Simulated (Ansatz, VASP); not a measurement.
# EuSe2: VASP beside Ansatz

```xyz
3
Lattice="2.4236 1.3993 3.9573 -2.4236 1.3993 3.9573 0.0000 -2.7985 3.9573" Properties=species:S:1:pos:R:3 pbc="T T T"
Eu    0.0000    0.0000    0.0000
Se    0.0000    0.0000    2.9678
Se    0.0000    0.0000    8.9041
```

Alike in both runs: functional PBEsol; k mesh 8 × 8 × 8; occupations gaussian, width 0.05 eV; collinear spin.

Ansatz relaxed the structure, and its values are those at the end. VASP's run is a single point on that final structure, the one shown.

|  | VASP | Ansatz |
| --- | --- | --- |
| version | VASP 6.6.1 | Ansatz 0.2.0 |
| potentials or method | VASP PAW PBE potentials, release 64 (Eu, Se) | scalar-relativistic, plane waves, PAW |
| plane-wave cutoff (eV) | 520 | 420 |
| valence electrons in the cell | 29 | 49 |

Ansatz gave:

```
gap on the k mesh at the Fermi level (eV)                     : none
pressure (GPa)                                                : 0.0
net moment per atom (μB)                                      : 2.09
size of the moment on the site where the two differ most (μB) : 6.42
```

What did VASP give for the same quantities?

gap on the k mesh at the Fermi level (eV): none; pressure (GPa): 0.0; net moment per atom (μB): 2.09; size of the moment on the site where the two differ most (μB): 6.29.

Site moments also hang on the region over which each program counts them. A gap of «none» marks a metal or a gap that the smearing closes. The functional is the same, so the differences come from potentials, cutoffs and numerics. The two sets of potentials don't hold the same shells in valence. Ansatz warned: «given_moment_on_shells».

Caveats: the PAW data sets were made with another functional, which shifts forces and pressure a little (VASP); spin-orbit coupling is left out, which moves the levels of the heavy elements; a cell with one magnetic atom can't hold antiferromagnetic order, which such compounds often take; without U or exact exchange the open f shell lies at the Fermi level, which spoils levels, moments and volumes. The state reached can hang on the start; a lower one may exist.
